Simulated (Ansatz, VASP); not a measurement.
# Al2O3 (Corundum) in two plane-wave programs, part 2 of 3

Aim: how closely do two programs agree when they are given the same cell, functional and k mesh? The cell is taken from a series of runs on this material, whose earlier steps may have relaxed, scaled, displaced or heated it; both programs get it as it stands. Other levels of theory on this material are compared in a session of their own.

VASP 6.6.1 and Ansatz 0.2.0.

So far: Set-up; Ansatz: zone-centre phonons, LDA.

**3. VASP: zone-centre phonons, LDA**

Level of this step: LDA; plane waves and PAW (Al, O) (VASP).

The same cell, functional (in two slightly different forms) and mesh now go to VASP, with its own data sets.

Lines of VASP's logs that name or quote its potential files are left out, and so is its time.

Contents of INCAR:

```
SYSTEM = Al2O3
PREC = Accurate
ENCUT = 600
EDIFF = 1E-08
NELM = 120
ISMEAR = 0
SIGMA = 0.01
LREAL = .FALSE.
ALGO = Normal
GGA = CA
NBANDS = 34
LORBIT = 11
LWAVE = .FALSE.
LCHARG = .FALSE.
ISIF = 2
IBRION = 8
LEPSILON = .TRUE.
LASPH = .TRUE.
GGA_COMPAT = .FALSE.
EFERMI = MIDGAP
KPAR = 2
```

Contents of POSCAR:

```
Al2O3
1.0
    2.3478198594      1.3555144278      4.2790546418
   -2.3478198594      1.3555144278      4.2790546418
    0.0000000000     -2.7110288557      4.2790546418
Al O
4 6
Direct
    0.3510655594      0.3510655594      0.3510655594
    0.1489344406      0.1489344406      0.1489344406
    0.6489344406      0.6489344406      0.6489344406
    0.8510655594      0.8510655594      0.8510655594
    0.5572665015      0.9427334985      0.2500000000
    0.2500000000      0.5572665015      0.9427334985
    0.9427334985      0.2500000000      0.5572665015
    0.4427334985      0.0572665015      0.7500000000
    0.7500000000      0.4427334985      0.0572665015
    0.0572665015      0.7500000000      0.4427334985
```

Contents of KPOINTS:

```
Automatic mesh
0
Gamma
4 4 4
0 0 0
```

The projector-augmented-wave data sets are Al and O (LDA family, release 64).

On the command line:

```console
> mpirun -np 2 vasp_std
```

The program printed:

```text
[banner, memory and clock lines left out]
running    2 mpi-ranks, on    1 nodes
 distrk:  each k-point on    1 cores,    2 groups
 distr:  one band on    1 cores,    1 groups

 POSCAR found type information on POSCAR AlO
 POSCAR found :  2 types and      10 ions
 LDA part: xc-table for (Slater(with rela. corr.)+CA(PZ))
 , standard interpolation
 POSCAR, INCAR and KPOINTS ok, starting setup
 FFT: planning ... GRIDC
 FFT: planning ... GRID_SOFT
 FFT: planning ... GRID
 WAVECAR not read
 entering main loop
       N       E                     dE             d eps       ncg     rms          rms(c)
DAV:   1     0.245491646794E+03    0.24549E+03   -0.28086E+04   884   0.152E+03
DAV:   2    -0.783080264045E+02   -0.32380E+03   -0.31304E+03  1124   0.314E+02
DAV:   3    -0.915059613615E+02   -0.13198E+02   -0.13158E+02  1144   0.642E+01
DAV:   4    -0.916032033535E+02   -0.97242E-01   -0.97186E-01  1080   0.631E+00
DAV:   5    -0.916041142769E+02   -0.91092E-03   -0.91071E-03  1126   0.609E-01    0.178E+01
DAV:   6    -0.832887850596E+02    0.83153E+01   -0.29851E+01  1050   0.293E+01    0.641E+00
DAV:   7    -0.831722931622E+02    0.11649E+00   -0.86963E-01  1090   0.468E+00    0.322E+00
DAV:   8    -0.830934470766E+02    0.78846E-01   -0.74406E-02  1072   0.207E+00    0.743E-01
DAV:   9    -0.830864975455E+02    0.69495E-02   -0.13475E-02  1144   0.616E-01    0.270E-01
DAV:  10    -0.830865491424E+02   -0.51597E-04   -0.45554E-04  1040   0.134E-01    0.626E-02
DAV:  11    -0.830865335750E+02    0.15567E-04   -0.11829E-04  1080   0.644E-02    0.263E-02
DAV:  12    -0.830865336557E+02   -0.80716E-07   -0.36200E-06  1094   0.131E-02    0.612E-03
DAV:  13    -0.830865333769E+02    0.27880E-06   -0.11021E-06  1096   0.623E-03    0.156E-03
DAV:  14    -0.830865333750E+02    0.18936E-08   -0.41719E-08   956   0.124E-03
   1 F= -.83086533E+02 E0= -.83086533E+02  d E =0.000000E+00
 Linear response reoptimize wavefunctions to high precision
DAV:   1    -0.830865333752E+02   -0.16826E-09   -0.57026E-09   792   0.387E-04
DAV:   2    -0.830865333751E+02    0.54570E-11   -0.57689E-10   562   0.142E-04
 Linear response G [H, r] |phi>, progress :
  Direction:   1
       N       E                     dE             d eps       ncg     rms
RMM:   1    -0.198686396552E+03   -0.19869E+03    0.12713E+02  2052   0.924E+01
RMM:   2    -0.171297027746E+03    0.27389E+02   -0.10906E+01  1517   0.186E+01
RMM:   3    -0.171338163120E+03   -0.41135E-01   -0.10945E-01  1602   0.182E+00
RMM:   4    -0.171339519382E+03   -0.13563E-02   -0.13319E-03  1652   0.231E-01
RMM:   5    -0.171339547743E+03   -0.28361E-04    0.50698E-04  1678   0.410E-02
RMM:   6    -0.171339526440E+03    0.21303E-04    0.76295E-04  1697   0.192E-02
RMM:   7    -0.171339519822E+03    0.66176E-05    0.82885E-04  1692   0.171E-02
RMM:   8    -0.171339519540E+03    0.28181E-06    0.82196E-04  1666   0.169E-02
RMM:   9    -0.171339525714E+03   -0.61735E-05    0.71017E-04  1593   0.169E-02
RMM:  10    -0.171339544839E+03   -0.19126E-04    0.33930E-04  1582   0.170E-02
 Linear response G [H, r] |phi>, progress :
  Direction:   2
       N       E                     dE             d eps       ncg     rms
RMM:   1    -0.200514120738E+03   -0.20051E+03    0.11276E+02  2036   0.924E+01
RMM:   2    -0.172699619529E+03    0.27815E+02   -0.11043E+01  1532   0.188E+01
RMM:   3    -0.172748977637E+03   -0.49358E-01   -0.11202E-01  1599   0.183E+00
RMM:   4    -0.172750297098E+03   -0.13195E-02   -0.20050E-03  1649   0.236E-01
RMM:   5    -0.172750304763E+03   -0.76651E-05    0.19066E-04  1676   0.391E-02
RMM:   6    -0.172750296475E+03    0.82882E-05    0.31689E-04  1698   0.163E-02
RMM:   7    -0.172750288982E+03    0.74929E-05    0.39443E-04  1691   0.140E-02
RMM:   8    -0.172750287644E+03    0.13384E-05    0.39706E-04  1658   0.138E-02
RMM:   9    -0.172750285943E+03    0.17008E-05    0.14605E-04  1582   0.138E-02
RMM:  10    -0.172750284112E+03    0.18309E-05   -0.13522E-04  1565   0.139E-02
 Linear response G [H, r] |phi>, progress :
  Direction:   3
       N       E                     dE             d eps       ncg     rms
RMM:   1    -0.199666954941E+03   -0.19967E+03    0.11038E+02  1965   0.925E+01
RMM:   2    -0.171971602314E+03    0.27695E+02   -0.10377E+01  1551   0.180E+01
RMM:   3    -0.172005598708E+03   -0.33996E-01   -0.10303E-01  1584   0.175E+00
RMM:   4    -0.172006717237E+03   -0.11185E-02   -0.17457E-03  1629   0.214E-01
RMM:   5    -0.172006734142E+03   -0.16905E-04   -0.12043E-04  1661   0.375E-02
RMM:   6    -0.172006733784E+03    0.35722E-06   -0.78163E-05  1681   0.168E-02
RMM:   7    -0.172006733521E+03    0.26322E-06   -0.74835E-05  1686   0.147E-02
RMM:   8    -0.172006733532E+03   -0.10391E-07   -0.77120E-05  1631   0.145E-02
RMM:   9    -0.172006733537E+03   -0.55308E-08   -0.92030E-05  1585   0.145E-02
RMM:  10    -0.172006733992E+03   -0.45522E-06   -0.18857E-04  1558   0.146E-02
 Linear response to external field (no local field effect), progress :
  Direction:   1
[...]
RMM:   7    -0.520766652474E+00   -0.51804E-04   -0.46545E-07  1586   0.283E-03    0.443E-04
RMM:   8    -0.520778271499E+00   -0.11619E-04   -0.28372E-07  1664   0.979E-04    0.159E-04
RMM:   9    -0.520777371347E+00    0.90015E-06   -0.21641E-07  1524   0.753E-04    0.196E-05
[...]
RMM:  12    -0.864643058872E-02   -0.26788E-07    0.36008E-07  1820   0.724E-05    0.188E-06
RMM:  13    -0.864642256270E-02    0.80260E-08    0.50927E-07  1801   0.710E-05    0.657E-07
RMM:  14    -0.864640901136E-02    0.13551E-07    0.66498E-07  1751   0.694E-05    0.256E-07
RMM:  15    -0.864640204885E-02    0.69625E-08    0.82332E-07  1755   0.686E-05    0.107E-07
RMM:  16    -0.864639801337E-02    0.40355E-08    0.78353E-07  1781   0.681E-05    0.515E-08
 first order change of Fermi-energy   0.26145E-01
 force on displaced ion       1 direction 3 :   0.000   0.000 -20.876
 Born effective charge ion    1 direction 3 :   0.000  -0.000   2.900
 Linear response progress:
  Degree of freedom:   3/  5
       N       E                     dE             d eps       ncg     rms          rms(c)
RMM:   1    -0.369129043520E+00   -0.36913E+00    0.38986E-01  3064   0.301E+00
RMM:   2    -0.364288985954E+00    0.48401E-02   -0.66149E-03  2831   0.399E-01    0.181E-01
RMM:   3    -0.365240338694E+00   -0.95135E-03   -0.13230E-03  2641   0.168E-01    0.895E-02
RMM:   4    -0.367121542185E+00   -0.18812E-02   -0.11687E-03  2773   0.148E-01    0.187E-02
RMM:   5    -0.367125136919E+00   -0.35947E-05   -0.40015E-05  3056   0.293E-02    0.636E-03
RMM:   6    -0.367172954053E+00   -0.47817E-04   -0.26739E-07  3130   0.504E-03    0.128E-03
RMM:   7    -0.367174798753E+00   -0.18447E-05   -0.10266E-07  3127   0.109E-03    0.619E-04
RMM:   8    -0.367176602870E+00   -0.18041E-05   -0.13995E-07  3139   0.688E-04    0.163E-04
RMM:   9    -0.367175733539E+00    0.86933E-06   -0.35656E-07  3126   0.503E-04    0.790E-05
RMM:  10    -0.367176209750E+00   -0.47621E-06   -0.63962E-07  3149   0.485E-04    0.243E-05
RMM:  11    -0.367176040677E+00    0.16907E-06   -0.90230E-07  3164   0.481E-04    0.495E-06
RMM:  12    -0.367176076437E+00   -0.35760E-07    0.74946E-07  3202   0.476E-04    0.199E-06
RMM:  13    -0.367176065248E+00    0.11189E-07   -0.52525E-07  3228   0.474E-04    0.739E-07
RMM:  14    -0.367176071400E+00   -0.61514E-08    0.13535E-07  3262   0.470E-04    0.679E-07
RMM:  15    -0.367176068583E+00    0.28166E-08    0.13862E-07  3327   0.467E-04    0.360E-07
RMM:  16    -0.367176067878E+00    0.70533E-09    0.21729E-07  3382   0.465E-04    0.225E-07
RMM:  17    -0.367176066621E+00    0.12569E-08    0.18176E-07  3461   0.465E-04    0.209E-07
RMM:  18    -0.367176066354E+00    0.26637E-09    0.15030E-07  3517   0.464E-04    0.130E-07
RMM:  19    -0.367176066059E+00    0.29542E-09    0.95838E-08  3578   0.463E-04    0.146E-07
 first order change of Fermi-energy   0.38003E+00
 force on displaced ion       5 direction 1 : -19.731  -0.000  -0.000
 Born effective charge ion    5 direction 1 :  -2.052   0.000   0.000
 Linear response progress:
  Degree of freedom:   4/  5
       N       E                     dE             d eps       ncg     rms          rms(c)
RMM:   1    -0.369060875197E+00   -0.36906E+00    0.36064E-01  4679   0.297E+00
RMM:   2    -0.364321275838E+00    0.47396E-02   -0.59444E-03  4213   0.383E-01    0.176E-01
RMM:   3    -0.365300284905E+00   -0.97901E-03   -0.11915E-03  3914   0.160E-01    0.873E-02
RMM:   4    -0.367174162192E+00   -0.18739E-02   -0.11120E-03  4123   0.146E-01    0.175E-02
RMM:   5    -0.367136381807E+00    0.37780E-04   -0.40570E-05  4602   0.299E-02    0.445E-03
RMM:   6    -0.367199332845E+00   -0.62951E-04   -0.11135E-06  4689   0.479E-03    0.149E-03
RMM:   7    -0.367188809618E+00    0.10523E-04   -0.13666E-07  4684   0.168E-03    0.709E-04
RMM:   8    -0.367196405669E+00   -0.75961E-05   -0.22124E-07  4701   0.932E-04    0.165E-04
RMM:   9    -0.367196164721E+00    0.24095E-06   -0.47576E-07  4705   0.469E-04    0.813E-05
RMM:  10    -0.367196280080E+00   -0.11536E-06   -0.19605E-06  4717   0.451E-04    0.113E-05
RMM:  11    -0.367196251197E+00    0.28883E-07    0.80630E-08  4775   0.445E-04    0.594E-06
RMM:  12    -0.367196286753E+00   -0.35556E-07    0.49972E-07  4807   0.444E-04    0.141E-06
RMM:  13    -0.367196281407E+00    0.53467E-08   -0.25023E-08  4898   0.442E-04    0.544E-07
 first order change of Fermi-energy  -0.96956E-06
 force on displaced ion       5 direction 2 :  -0.001 -20.117   6.709
 Born effective charge ion    5 direction 2 :   0.000  -1.855   0.334
 Linear response progress:
  Degree of freedom:   5/  5
       N       E                     dE             d eps       ncg     rms          rms(c)
RMM:   1    -0.369297048943E+00   -0.36930E+00    0.36802E-01  4652   0.297E+00
RMM:   2    -0.365139066834E+00    0.41580E-02   -0.59057E-03  4294   0.379E-01    0.174E-01
RMM:   3    -0.366155250660E+00   -0.10162E-02   -0.12082E-03  3890   0.160E-01    0.864E-02
RMM:   4    -0.368024740400E+00   -0.18695E-02   -0.11072E-03  4158   0.142E-01    0.185E-02
RMM:   5    -0.367997746128E+00    0.26994E-04   -0.54573E-05  4461   0.340E-02    0.504E-03
RMM:   6    -0.368093324068E+00   -0.95578E-04   -0.51937E-06  4648   0.904E-03    0.163E-03
RMM:   7    -0.368094498606E+00   -0.11745E-05   -0.11851E-07  4649   0.165E-03    0.499E-04
RMM:   8    -0.368096955724E+00   -0.24571E-05   -0.97789E-08  4688   0.586E-04    0.203E-04
RMM:   9    -0.368096845754E+00    0.10997E-06   -0.62007E-07  4696   0.457E-04    0.384E-05
RMM:  10    -0.368096822068E+00    0.23686E-07   -0.22623E-06  4711   0.436E-04    0.149E-05
RMM:  11    -0.368096789219E+00    0.32849E-07   -0.23218E-06  4777   0.431E-04    0.312E-06
RMM:  12    -0.368096814383E+00   -0.25164E-07   -0.13219E-06  4779   0.430E-04    0.118E-06
RMM:  13    -0.368096820196E+00   -0.58133E-08   -0.58219E-07  4862   0.428E-04    0.681E-07
RMM:  14    -0.368096821761E+00   -0.15645E-08   -0.43934E-07  4905   0.425E-04    0.373E-07
RMM:  15    -0.368096820703E+00    0.10579E-08   -0.40784E-07  5025   0.423E-04    0.334E-07
RMM:  16    -0.368096820747E+00   -0.44466E-10   -0.39488E-07  5077   0.422E-04    0.233E-07
RMM:  17    -0.368096820567E+00    0.18053E-09   -0.32325E-07  5183   0.421E-04    0.238E-07
RMM:  18    -0.368096820677E+00   -0.11049E-09   -0.44011E-07  5285   0.420E-04    0.158E-07
RMM:  19    -0.368096820542E+00    0.13496E-09   -0.20977E-07  5383   0.420E-04    0.132E-07
RMM:  20    -0.368096820592E+00   -0.49438E-10   -0.16606E-07  5480   0.419E-04    0.900E-08
 first order change of Fermi-energy   0.48367E-04
 force on displaced ion       5 direction 3 :  -0.001   6.707 -17.182
 Born effective charge ion    5 direction 3 :   0.000   0.247  -1.934
 Born effective charges drift removed
 Linear response finished
```

[end of part 2 of 3]

[Lines on the potential files, build, host, timing and source positions are cut from VASP's logs without a mark.]

[Logs are printed without paths, hosts, clocks, repeated set-up lines and the standing remarks that a program may print on its own settings, such as how far it seeks lower states.]

[Hosts, paths, dates, database ids (printed as entryN), source tags and the programs' standing remarks are cut or masked in the printed files.]
